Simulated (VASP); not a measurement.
Here is the system:

```
Be2C
1.0
    0.00000     2.16453     2.16453
    2.16453     0.00000     2.16453
    2.16453     2.16453     0.00000
Be C
2 1
Direct
  0.25000   0.25000   0.25000
  0.75000   0.75000   0.75000
  0.00000   0.00000   0.00000
```

Method: HSE06 screened hybrid, VASP's PBE PAW potentials (set 64) (plane waves; VASP 6.6.1). Run with 520 eV cut-off, 6×6×6 Γ-centred mesh, Gaussian smearing of 0.050 eV, potentials Be C.

What does the run give for the energy per atom (σ→0), pressure, band gap (over the mesh, the named points and PBE's band edges) with the smallest direct gap where there is one?

- band gap (over the mesh, the named points and PBE's band edges) = 1.92 eV
- smallest direct gap (over the mesh, the named points and PBE's band edges) = 5.13 eV
- energy per atom (σ→0) = -6.366 eV/atom
- pressure = -3.07 GPa

The absolute energy has meaning only against runs of the same code, potentials and settings.

The compound is Be2C in the antifluorite structure. It was relaxed first.
